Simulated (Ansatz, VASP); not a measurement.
# Two plane-wave programs on Sn2TeS

File INCAR:

```
PREC = Accurate
ENCUT = 520
EDIFF = 1E-6
ISMEAR = 0
SIGMA = 0.1
LREAL = False
LASPH = True
NELM = 100
ALGO = Normal
ISIF = 2
LWAVE = False
LCHARG = False
GGA = PE
NBANDS = 28
```

The input KPOINTS:

```
regular mesh
0
Gamma
  4 4 4
```

The input POSCAR:

```
Sn2TeS
1.0
   -2.9158737300      2.9158737300      3.4068440000
    2.9158737300     -2.9158737300      3.4068440000
    2.9158737300      2.9158737300     -3.4068440000
Sn Te S
2 1 1
Direct
    0.4662001200      0.9662001200      0.5000000000
    0.9662001200      0.4662001200      0.5000000000
    0.7765109200      0.7765109200      0.0000000000
    0.3509750100      0.3509750100      0.0000000000
```

Input for Ansatz:

```yaml
crystal:
  lattice:
    - [-2.91587373, 2.91587373, 3.406844]
    - [2.91587373, -2.91587373, 3.406844]
    - [2.91587373, 2.91587373, -3.406844]
  atoms:
    - { symbol: Sn, position: [0.46620012, 0.96620012, 0.5] }
    - { symbol: Sn, position: [0.96620012, 0.46620012, 0.5] }
    - { symbol: Te, position: [0.77651092, 0.77651092, 0.0] }
    - { symbol: S, position: [0.35097501, 0.35097501, 0.0] }
basis:
  ecutwfc: 420
kpoints:
  mp_grid: { grid: [4, 4, 4] }
hamiltonian:
  xc: pbe
scf:
  occupations: { method: gaussian, width: 0.1 }
  lower_state_search: "off"
output:
  forces: true
  stress: true
  eigenvalues: true
```

Alike in both runs: task single point; functional PBE; k mesh 4 × 4 × 4; occupations gaussian, width 0.1 eV; no spin polarisation.

|  | VASP | Ansatz |
| --- | --- | --- |
| version | VASP 6.6.1 | Ansatz 0.2.0 |
| potentials or method | VASP PAW PBE potentials, release 64 (Sn_d, Te, S) | scalar-relativistic, plane waves, PAW |
| plane-wave cutoff (eV) | 520 | 420 |
| valence electrons in the cell | 40 | 50 |

|  | VASP | Ansatz | Ansatz less VASP |
| --- | --- | --- | --- |
| gap on the k mesh at the Fermi level (eV) | none | none | - |
| pressure (GPa) | -1.6 | -1.6 | +0.05 |
| largest component of the traceless stress (GPa) | 1.86 | 1.90 | +0.043 |
| rms of the force components (eV/Å) | 0.337 | 0.340 | +0.0033 |

Atom by atom the forces differ by 0.004 eV/Å (rms over components). A gap of «none» marks a metal or a gap that the smearing closes. The functional is the same, so the differences come from potentials, cutoffs and numerics. The two sets of potentials don't hold the same shells in valence.

Caveats: the k mesh is coarse (spacing up to 0.38 Å⁻¹), so the values aren't converged; forces of over 1 eV/Å show positions far from the minimum, so gaps and moduli don't describe the material at rest. Spin-orbit coupling is left out, which matters for the levels of Te.
